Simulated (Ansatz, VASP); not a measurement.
## Cross-check of Ge (Germanium) between VASP and Ansatz

Wanted: the spread between two codes on one cell, functional and k mesh. The cell is taken from a series of runs on this material, whose earlier steps may have relaxed, scaled, displaced or heated it; both programs get it as it stands.

Program: Ansatz 0.2.0. Level of theory: plane waves, with VASP 6.6.1 beside it; zone-centre phonons at PBEsol. Results are calculated unless marked as measured.

**1. Set-up**

Symmetry: R-3m, No. 166, trigonal system. The conventional cell has a = 4.053 Å, b = 4.053 Å, c = 9.792 Å, α = 90.00°, β = 90.00°, γ = 120.00°. Ge has 4 Ge at 2.46 to 2.47 Å nearest.

Coordinates:

```xyz
2
Lattice="-0.0262 2.8399 2.8399 2.8399 -0.0262 2.8399 2.8399 2.8399 -0.0262" Properties=species:S:1:pos:R:3 pbc="T T T"
Ge    2.8233    2.8233    2.8233
Ge    4.2437    4.2437    4.2437
```

**2. VASP: zone-centre phonons, PBEsol**

Second derivatives magnify differences that forces hide, and they need a tight electronic threshold.

Lines of VASP's logs that name or quote its potential files are left out, and so is its time.

Input file INCAR:

```
SYSTEM = Ge
PREC = Accurate
ENCUT = 500
EDIFF = 1E-08
NELM = 120
ISMEAR = 0
SIGMA = 0.015
LREAL = .FALSE.
ALGO = Normal
GGA = PS
NBANDS = 20
LORBIT = 11
LWAVE = .FALSE.
LCHARG = .FALSE.
ISIF = 2
ISYM = 2
IBRION = 8
LASPH = .TRUE.
GGA_COMPAT = .FALSE.
KPAR = 2
```

Input file POSCAR:

```
Ge
1.0
   -0.0262242300      2.8399257289      2.8399257289
    2.8399257289     -0.0262242300      2.8399257289
    2.8399257289      2.8399257289     -0.0262242300
Ge
2
Direct
    0.4993757354      0.4993757354      0.4993757354
    0.7506242646      0.7506242646      0.7506242646
```

Input file KPOINTS:

```
Points of the shifted mesh
1728
Reciprocal
 0.0416666667  0.0416666667  0.0416666667 1
 0.0416666667  0.0416666667  0.1250000000 1
 0.0416666667  0.0416666667  0.2083333333 1
 0.0416666667  0.0416666667  0.2916666667 1
 0.0416666667  0.0416666667  0.3750000000 1
 0.0416666667  0.0416666667  0.4583333333 1
 0.0416666667  0.0416666667  0.5416666667 1
 0.0416666667  0.0416666667  0.6250000000 1
 0.0416666667  0.0416666667  0.7083333333 1
 0.0416666667  0.0416666667  0.7916666667 1
 0.0416666667  0.0416666667  0.8750000000 1
 0.0416666667  0.0416666667  0.9583333333 1
 0.0416666667  0.1250000000  0.0416666667 1
 0.0416666667  0.1250000000  0.1250000000 1
 0.0416666667  0.1250000000  0.2083333333 1
 0.0416666667  0.1250000000  0.2916666667 1
 0.0416666667  0.1250000000  0.3750000000 1
 0.0416666667  0.1250000000  0.4583333333 1
 0.0416666667  0.1250000000  0.5416666667 1
 0.0416666667  0.1250000000  0.6250000000 1
 0.0416666667  0.1250000000  0.7083333333 1
 0.0416666667  0.1250000000  0.7916666667 1
 0.0416666667  0.1250000000  0.8750000000 1
 0.0416666667  0.1250000000  0.9583333333 1
 0.0416666667  0.2083333333  0.0416666667 1
 0.0416666667  0.2083333333  0.1250000000 1
 0.0416666667  0.2083333333  0.2083333333 1
 0.0416666667  0.2083333333  0.2916666667 1
 0.0416666667  0.2083333333  0.3750000000 1
 0.0416666667  0.2083333333  0.4583333333 1
 0.0416666667  0.2083333333  0.5416666667 1
 0.0416666667  0.2083333333  0.6250000000 1
 0.0416666667  0.2083333333  0.7083333333 1
 0.0416666667  0.2083333333  0.7916666667 1
 0.0416666667  0.2083333333  0.8750000000 1
 0.0416666667  0.2083333333  0.9583333333 1
 0.0416666667  0.2916666667  0.0416666667 1
 0.0416666667  0.2916666667  0.1250000000 1
 0.0416666667  0.2916666667  0.2083333333 1
 0.0416666667  0.2916666667  0.2916666667 1
 0.0416666667  0.2916666667  0.3750000000 1
 0.0416666667  0.2916666667  0.4583333333 1
 0.0416666667  0.2916666667  0.5416666667 1
 0.0416666667  0.2916666667  0.6250000000 1
 0.0416666667  0.2916666667  0.7083333333 1
 0.0416666667  0.2916666667  0.7916666667 1
 0.0416666667  0.2916666667  0.8750000000 1
 0.0416666667  0.2916666667  0.9583333333 1
 0.0416666667  0.3750000000  0.0416666667 1
 0.0416666667  0.3750000000  0.1250000000 1
 0.0416666667  0.3750000000  0.2083333333 1
 0.0416666667  0.3750000000  0.2916666667 1
 0.0416666667  0.3750000000  0.3750000000 1
 0.0416666667  0.3750000000  0.4583333333 1
 0.0416666667  0.3750000000  0.5416666667 1
 0.0416666667  0.3750000000  0.6250000000 1
 0.0416666667  0.3750000000  0.7083333333 1
 0.0416666667  0.3750000000  0.7916666667 1
 0.0416666667  0.3750000000  0.8750000000 1
 0.0416666667  0.3750000000  0.9583333333 1
 0.0416666667  0.4583333333  0.0416666667 1
 0.0416666667  0.4583333333  0.1250000000 1
 0.0416666667  0.4583333333  0.2083333333 1
 0.0416666667  0.4583333333  0.2916666667 1
 0.0416666667  0.4583333333  0.3750000000 1
 0.0416666667  0.4583333333  0.4583333333 1
 0.0416666667  0.4583333333  0.5416666667 1
 0.0416666667  0.4583333333  0.6250000000 1
 0.0416666667  0.4583333333  0.7083333333 1
 0.0416666667  0.4583333333  0.7916666667 1
 0.0416666667  0.4583333333  0.8750000000 1
 0.0416666667  0.4583333333  0.9583333333 1
 0.0416666667  0.5416666667  0.0416666667 1
 0.0416666667  0.5416666667  0.1250000000 1
 0.0416666667  0.5416666667  0.2083333333 1
 0.0416666667  0.5416666667  0.2916666667 1
 0.0416666667  0.5416666667  0.3750000000 1
 0.0416666667  0.5416666667  0.4583333333 1
 0.0416666667  0.5416666667  0.5416666667 1
 0.0416666667  0.5416666667  0.6250000000 1
 0.0416666667  0.5416666667  0.7083333333 1
 0.0416666667  0.5416666667  0.7916666667 1
 0.0416666667  0.5416666667  0.8750000000 1
 0.0416666667  0.5416666667  0.9583333333 1
 0.0416666667  0.6250000000  0.0416666667 1
 0.0416666667  0.6250000000  0.1250000000 1
 0.0416666667  0.6250000000  0.2083333333 1
 0.0416666667  0.6250000000  0.2916666667 1
 0.0416666667  0.6250000000  0.3750000000 1
 0.0416666667  0.6250000000  0.4583333333 1
 0.0416666667  0.6250000000  0.5416666667 1
 0.0416666667  0.6250000000  0.6250000000 1
 0.0416666667  0.6250000000  0.7083333333 1
 0.0416666667  0.6250000000  0.7916666667 1
 0.0416666667  0.6250000000  0.8750000000 1
 0.0416666667  0.6250000000  0.9583333333 1
 0.0416666667  0.7083333333  0.0416666667 1
 0.0416666667  0.7083333333  0.1250000000 1
 0.0416666667  0.7083333333  0.2083333333 1
 0.0416666667  0.7083333333  0.2916666667 1
 0.0416666667  0.7083333333  0.3750000000 1
 0.0416666667  0.7083333333  0.4583333333 1
 0.0416666667  0.7083333333  0.5416666667 1
 0.0416666667  0.7083333333  0.6250000000 1
 0.0416666667  0.7083333333  0.7083333333 1
 0.0416666667  0.7083333333  0.7916666667 1
 0.0416666667  0.7083333333  0.8750000000 1
 0.0416666667  0.7083333333  0.9583333333 1
 0.0416666667  0.7916666667  0.0416666667 1
 0.0416666667  0.7916666667  0.1250000000 1
 0.0416666667  0.7916666667  0.2083333333 1
 0.0416666667  0.7916666667  0.2916666667 1
[... 1390 lines left out ...]
 0.8750000000  0.4583333333  0.1250000000 1
 0.8750000000  0.4583333333  0.2083333333 1
 0.8750000000  0.4583333333  0.2916666667 1
 0.8750000000  0.4583333333  0.3750000000 1
 0.8750000000  0.4583333333  0.4583333333 1
 0.8750000000  0.4583333333  0.5416666667 1
 0.8750000000  0.4583333333  0.6250000000 1
 0.8750000000  0.4583333333  0.7083333333 1
 0.8750000000  0.4583333333  0.7916666667 1
 0.8750000000  0.4583333333  0.8750000000 1
 0.8750000000  0.4583333333  0.9583333333 1
 0.8750000000  0.5416666667  0.0416666667 1
 0.8750000000  0.5416666667  0.1250000000 1
 0.8750000000  0.5416666667  0.2083333333 1
 0.8750000000  0.5416666667  0.2916666667 1
 0.8750000000  0.5416666667  0.3750000000 1
 0.8750000000  0.5416666667  0.4583333333 1
 0.8750000000  0.5416666667  0.5416666667 1
 0.8750000000  0.5416666667  0.6250000000 1
 0.8750000000  0.5416666667  0.7083333333 1
 0.8750000000  0.5416666667  0.7916666667 1
 0.8750000000  0.5416666667  0.8750000000 1
 0.8750000000  0.5416666667  0.9583333333 1
 0.8750000000  0.6250000000  0.0416666667 1
 0.8750000000  0.6250000000  0.1250000000 1
 0.8750000000  0.6250000000  0.2083333333 1
 0.8750000000  0.6250000000  0.2916666667 1
 0.8750000000  0.6250000000  0.3750000000 1
 0.8750000000  0.6250000000  0.4583333333 1
 0.8750000000  0.6250000000  0.5416666667 1
 0.8750000000  0.6250000000  0.6250000000 1
 0.8750000000  0.6250000000  0.7083333333 1
 0.8750000000  0.6250000000  0.7916666667 1
 0.8750000000  0.6250000000  0.8750000000 1
 0.8750000000  0.6250000000  0.9583333333 1
 0.8750000000  0.7083333333  0.0416666667 1
 0.8750000000  0.7083333333  0.1250000000 1
 0.8750000000  0.7083333333  0.2083333333 1
 0.8750000000  0.7083333333  0.2916666667 1
 0.8750000000  0.7083333333  0.3750000000 1
 0.8750000000  0.7083333333  0.4583333333 1
 0.8750000000  0.7083333333  0.5416666667 1
 0.8750000000  0.7083333333  0.6250000000 1
 0.8750000000  0.7083333333  0.7083333333 1
 0.8750000000  0.7083333333  0.7916666667 1
 0.8750000000  0.7083333333  0.8750000000 1
 0.8750000000  0.7083333333  0.9583333333 1
 0.8750000000  0.7916666667  0.0416666667 1
 0.8750000000  0.7916666667  0.1250000000 1
 0.8750000000  0.7916666667  0.2083333333 1
 0.8750000000  0.7916666667  0.2916666667 1
 0.8750000000  0.7916666667  0.3750000000 1
 0.8750000000  0.7916666667  0.4583333333 1
 0.8750000000  0.7916666667  0.5416666667 1
 0.8750000000  0.7916666667  0.6250000000 1
 0.8750000000  0.7916666667  0.7083333333 1
 0.8750000000  0.7916666667  0.7916666667 1
 0.8750000000  0.7916666667  0.8750000000 1
 0.8750000000  0.7916666667  0.9583333333 1
 0.8750000000  0.8750000000  0.0416666667 1
 0.8750000000  0.8750000000  0.1250000000 1
 0.8750000000  0.8750000000  0.2083333333 1
 0.8750000000  0.8750000000  0.2916666667 1
 0.8750000000  0.8750000000  0.3750000000 1
 0.8750000000  0.8750000000  0.4583333333 1
 0.8750000000  0.8750000000  0.5416666667 1
 0.8750000000  0.8750000000  0.6250000000 1
 0.8750000000  0.8750000000  0.7083333333 1
 0.8750000000  0.8750000000  0.7916666667 1
 0.8750000000  0.8750000000  0.8750000000 1
 0.8750000000  0.8750000000  0.9583333333 1
 0.8750000000  0.9583333333  0.0416666667 1
 0.8750000000  0.9583333333  0.1250000000 1
 0.8750000000  0.9583333333  0.2083333333 1
 0.8750000000  0.9583333333  0.2916666667 1
 0.8750000000  0.9583333333  0.3750000000 1
 0.8750000000  0.9583333333  0.4583333333 1
 0.8750000000  0.9583333333  0.5416666667 1
 0.8750000000  0.9583333333  0.6250000000 1
 0.8750000000  0.9583333333  0.7083333333 1
 0.8750000000  0.9583333333  0.7916666667 1
 0.8750000000  0.9583333333  0.8750000000 1
 0.8750000000  0.9583333333  0.9583333333 1
 0.9583333333  0.0416666667  0.0416666667 1
 0.9583333333  0.0416666667  0.1250000000 1
 0.9583333333  0.0416666667  0.2083333333 1
 0.9583333333  0.0416666667  0.2916666667 1
 0.9583333333  0.0416666667  0.3750000000 1
 0.9583333333  0.0416666667  0.4583333333 1
 0.9583333333  0.0416666667  0.5416666667 1
 0.9583333333  0.0416666667  0.6250000000 1
 0.9583333333  0.0416666667  0.7083333333 1
 0.9583333333  0.0416666667  0.7916666667 1
 0.9583333333  0.0416666667  0.8750000000 1
 0.9583333333  0.0416666667  0.9583333333 1
 0.9583333333  0.1250000000  0.0416666667 1
 0.9583333333  0.1250000000  0.1250000000 1
 0.9583333333  0.1250000000  0.2083333333 1
 0.9583333333  0.1250000000  0.2916666667 1
 0.9583333333  0.1250000000  0.3750000000 1
 0.9583333333  0.1250000000  0.4583333333 1
 0.9583333333  0.1250000000  0.5416666667 1
 0.9583333333  0.1250000000  0.6250000000 1
 0.9583333333  0.1250000000  0.7083333333 1
 0.9583333333  0.1250000000  0.7916666667 1
 0.9583333333  0.1250000000  0.8750000000 1
 0.9583333333  0.1250000000  0.9583333333 1
 0.9583333333  0.2083333333  0.0416666667 1
 0.9583333333  0.2083333333  0.1250000000 1
 0.9583333333  0.2083333333  0.2083333333 1
 0.9583333333  0.2083333333  0.2916666667 1
 0.9583333333  0.2083333333  0.3750000000 1
 0.9583333333  0.2083333333  0.4583333333 1
 0.9583333333  0.2083333333  0.5416666667 1
 0.9583333333  0.2083333333  0.6250000000 1
 0.9583333333  0.2083333333  0.7083333333 1
 0.9583333333  0.2083333333  0.7916666667 1
 0.9583333333  0.2083333333  0.8750000000 1
 0.9583333333  0.2083333333  0.9583333333 1
 0.9583333333  0.2916666667  0.0416666667 1
 0.9583333333  0.2916666667  0.1250000000 1
 0.9583333333  0.2916666667  0.2083333333 1
 0.9583333333  0.2916666667  0.2916666667 1
 0.9583333333  0.2916666667  0.3750000000 1
 0.9583333333  0.2916666667  0.4583333333 1
 0.9583333333  0.2916666667  0.5416666667 1
 0.9583333333  0.2916666667  0.6250000000 1
 0.9583333333  0.2916666667  0.7083333333 1
 0.9583333333  0.2916666667  0.7916666667 1
 0.9583333333  0.2916666667  0.8750000000 1
 0.9583333333  0.2916666667  0.9583333333 1
 0.9583333333  0.3750000000  0.0416666667 1
 0.9583333333  0.3750000000  0.1250000000 1
 0.9583333333  0.3750000000  0.2083333333 1
 0.9583333333  0.3750000000  0.2916666667 1
 0.9583333333  0.3750000000  0.3750000000 1
 0.9583333333  0.3750000000  0.4583333333 1
 0.9583333333  0.3750000000  0.5416666667 1
 0.9583333333  0.3750000000  0.6250000000 1
 0.9583333333  0.3750000000  0.7083333333 1
 0.9583333333  0.3750000000  0.7916666667 1
 0.9583333333  0.3750000000  0.8750000000 1
 0.9583333333  0.3750000000  0.9583333333 1
 0.9583333333  0.4583333333  0.0416666667 1
 0.9583333333  0.4583333333  0.1250000000 1
 0.9583333333  0.4583333333  0.2083333333 1
 0.9583333333  0.4583333333  0.2916666667 1
 0.9583333333  0.4583333333  0.3750000000 1
 0.9583333333  0.4583333333  0.4583333333 1
 0.9583333333  0.4583333333  0.5416666667 1
 0.9583333333  0.4583333333  0.6250000000 1
 0.9583333333  0.4583333333  0.7083333333 1
 0.9583333333  0.4583333333  0.7916666667 1
 0.9583333333  0.4583333333  0.8750000000 1
 0.9583333333  0.4583333333  0.9583333333 1
 0.9583333333  0.5416666667  0.0416666667 1
 0.9583333333  0.5416666667  0.1250000000 1
 0.9583333333  0.5416666667  0.2083333333 1
 0.9583333333  0.5416666667  0.2916666667 1
 0.9583333333  0.5416666667  0.3750000000 1
 0.9583333333  0.5416666667  0.4583333333 1
 0.9583333333  0.5416666667  0.5416666667 1
 0.9583333333  0.5416666667  0.6250000000 1
 0.9583333333  0.5416666667  0.7083333333 1
 0.9583333333  0.5416666667  0.7916666667 1
 0.9583333333  0.5416666667  0.8750000000 1
 0.9583333333  0.5416666667  0.9583333333 1
 0.9583333333  0.6250000000  0.0416666667 1
 0.9583333333  0.6250000000  0.1250000000 1
 0.9583333333  0.6250000000  0.2083333333 1
 0.9583333333  0.6250000000  0.2916666667 1
 0.9583333333  0.6250000000  0.3750000000 1
 0.9583333333  0.6250000000  0.4583333333 1
 0.9583333333  0.6250000000  0.5416666667 1
 0.9583333333  0.6250000000  0.6250000000 1
 0.9583333333  0.6250000000  0.7083333333 1
 0.9583333333  0.6250000000  0.7916666667 1
 0.9583333333  0.6250000000  0.8750000000 1
 0.9583333333  0.6250000000  0.9583333333 1
 0.9583333333  0.7083333333  0.0416666667 1
 0.9583333333  0.7083333333  0.1250000000 1
 0.9583333333  0.7083333333  0.2083333333 1
 0.9583333333  0.7083333333  0.2916666667 1
 0.9583333333  0.7083333333  0.3750000000 1
 0.9583333333  0.7083333333  0.4583333333 1
 0.9583333333  0.7083333333  0.5416666667 1
 0.9583333333  0.7083333333  0.6250000000 1
 0.9583333333  0.7083333333  0.7083333333 1
 0.9583333333  0.7083333333  0.7916666667 1
 0.9583333333  0.7083333333  0.8750000000 1
 0.9583333333  0.7083333333  0.9583333333 1
 0.9583333333  0.7916666667  0.0416666667 1
 0.9583333333  0.7916666667  0.1250000000 1
 0.9583333333  0.7916666667  0.2083333333 1
 0.9583333333  0.7916666667  0.2916666667 1
 0.9583333333  0.7916666667  0.3750000000 1
 0.9583333333  0.7916666667  0.4583333333 1
 0.9583333333  0.7916666667  0.5416666667 1
 0.9583333333  0.7916666667  0.6250000000 1
 0.9583333333  0.7916666667  0.7083333333 1
 0.9583333333  0.7916666667  0.7916666667 1
 0.9583333333  0.7916666667  0.8750000000 1
 0.9583333333  0.7916666667  0.9583333333 1
 0.9583333333  0.8750000000  0.0416666667 1
 0.9583333333  0.8750000000  0.1250000000 1
 0.9583333333  0.8750000000  0.2083333333 1
 0.9583333333  0.8750000000  0.2916666667 1
 0.9583333333  0.8750000000  0.3750000000 1
 0.9583333333  0.8750000000  0.4583333333 1
 0.9583333333  0.8750000000  0.5416666667 1
 0.9583333333  0.8750000000  0.6250000000 1
 0.9583333333  0.8750000000  0.7083333333 1
 0.9583333333  0.8750000000  0.7916666667 1
 0.9583333333  0.8750000000  0.8750000000 1
 0.9583333333  0.8750000000  0.9583333333 1
 0.9583333333  0.9583333333  0.0416666667 1
 0.9583333333  0.9583333333  0.1250000000 1
 0.9583333333  0.9583333333  0.2083333333 1
 0.9583333333  0.9583333333  0.2916666667 1
 0.9583333333  0.9583333333  0.3750000000 1
 0.9583333333  0.9583333333  0.4583333333 1
 0.9583333333  0.9583333333  0.5416666667 1
 0.9583333333  0.9583333333  0.6250000000 1
 0.9583333333  0.9583333333  0.7083333333 1
 0.9583333333  0.9583333333  0.7916666667 1
 0.9583333333  0.9583333333  0.8750000000 1
 0.9583333333  0.9583333333  0.9583333333 1
```

PAW data sets: Ge_d (PBE family, release 64).

Started as:

```console
$ mpirun -np 2 vasp_std
```

Numbers of over 12 decimals in the logs are rounded to 6 here.

What it wrote:

```text
[banner, memory and clock lines left out]
running    2 mpi-ranks, on    1 nodes
 distrk:  each k-point on    1 cores,    2 groups
 distr:  one band on    1 cores,    1 groups

 POSCAR found type information on POSCAR Ge
 POSCAR found :  1 types and       2 ions
|                                                                             |
|               ----> ADVICE to this user running VASP <----                  |
|                                                                             |
|     You enforced a specific xc type in the INCAR file but a different       |
|     [... a line on the potential file left out ...]
|     I HOPE YOU KNOW WHAT YOU ARE DOING!                                     |
|                                                                             |

 LDA part: xc-table for (Slater+PW92), standard interpolation
 POSCAR, INCAR and KPOINTS ok, starting setup
 FFT: planning ... GRIDC
 FFT: planning ... GRID_SOFT
 FFT: planning ... GRID
 WAVECAR not read
 entering main loop
       N       E                     dE             d eps       ncg     rms          rms(c)
DAV:   1     0.183002147538E+03    0.18300E+03   -0.14641E+04 74184   0.371E+03
DAV:   2     0.158836380396E+02   -0.16712E+03   -0.16271E+03 69324   0.586E+02
DAV:   3    -0.918359818436E+01   -0.25067E+02   -0.24888E+02 78112   0.145E+02
DAV:   4    -0.999778223246E+01   -0.81418E+00   -0.81347E+00 77756   0.307E+01
DAV:   5    -0.100114215517E+02   -0.13639E-01   -0.13639E-01 77588   0.436E+00    0.315E+00
DAV:   6    -0.991518239336E+01    0.96239E-01   -0.35530E-02 91816   0.240E+00    0.179E+00
DAV:   7    -0.986906070917E+01    0.46122E-01   -0.57606E-02 72920   0.252E+00    0.154E-01
DAV:   8    -0.987000575140E+01   -0.94504E-03   -0.67241E-03 78108   0.119E+00    0.513E-02
DAV:   9    -0.987012370353E+01   -0.11795E-03   -0.23628E-04 77808   0.214E-01    0.110E-02
DAV:  10    -0.987013900837E+01   -0.15305E-04   -0.21874E-05 90064   0.400E-02    0.533E-03
DAV:  11    -0.987014004256E+01   -0.10342E-05   -0.44186E-06 92416   0.312E-02    0.141E-03
DAV:  12    -0.987013974355E+01    0.29901E-06   -0.81931E-07 92192   0.173E-02    0.473E-04
DAV:  13    -0.987013975487E+01   -0.11327E-07   -0.40152E-08 82024   0.286E-03    0.210E-04
DAV:  14    -0.987013973880E+01    0.16076E-07   -0.84026E-09 48416   0.182E-03    0.446E-05
DAV:  15    -0.987013973179E+01    0.70058E-08   -0.15477E-09 40088   0.395E-04
   1 F= -.98701397E+01 E0= -.98701268E+01  d E =-.257894E-04
 Linear response reoptimize wavefunctions to high precision
DAV:   1    -0.987013973051E+01    0.12833E-08   -0.31311E-10 41428   0.270E-04
DAV:   2    -0.987013973051E+01    0.00000E+00   -0.71710E-11 38256   0.931E-05
 Linear response DOF=           1
 Linear response progress:
  Degree of freedom:   1/  1
       N       E                     dE             d eps       ncg     rms          rms(c)
RMM:   1    -0.186820598884E+00   -0.18682E+00    0.82504E+00 84688   0.446E+01
RMM:   2    -0.193951645071E+00   -0.71310E-02   -0.12805E-02111870   0.106E+00    0.740E-02
RMM:   3    -0.193980733112E+00   -0.29088E-04   -0.89925E-04118167   0.309E-01    0.427E-02
RMM:   4    -0.193901493340E+00    0.79240E-04   -0.57104E-05126513   0.786E-02    0.437E-03
RMM:   5    -0.193900993589E+00    0.49975E-06   -0.36643E-06121708   0.174E-02    0.228E-03
RMM:   6    -0.193904499962E+00   -0.35064E-05   -0.18775E-07124508   0.481E-03    0.319E-04
RMM:   7    -0.193903657701E+00    0.84226E-06   -0.32044E-08127270   0.148E-03    0.169E-04
RMM:   8    -0.193902645078E+00    0.10126E-05   -0.66588E-09128764   0.549E-04    0.391E-05
RMM:   9    -0.193902626602E+00    0.18476E-07   -0.10601E-08129423   0.223E-04    0.181E-05
RMM:  10    -0.193902759028E+00   -0.13243E-06   -0.84281E-09131030   0.981E-05    0.561E-06
RMM:  11    -0.193902802577E+00   -0.43549E-07   -0.15966E-08135269   0.518E-05    0.251E-06
RMM:  12    -0.193902825651E+00   -0.23074E-07   -0.50507E-09126368   0.323E-05    0.103E-06
RMM:  13    -0.193902830565E+00   -0.49139E-08   -0.34006E-09 99005   0.236E-05    0.474E-07
 first order change of Fermi-energy   0.14950E+01
 force on displaced ion       1 direction 1 :  -9.812  -0.560  -0.560
 Linear response finished
```

(Continued in part 2 of 2.)

[Lines on the potential files, build, host, timing and source positions are cut from VASP's logs without a mark.]

[Logs are printed without paths, hosts, clocks, repeated set-up lines and the standing remarks that a program may print on its own settings, such as how far it seeks lower states.]

[Hosts, paths, dates, database ids (printed as entryN), source tags and the programs' standing remarks are cut or masked in the printed files.]
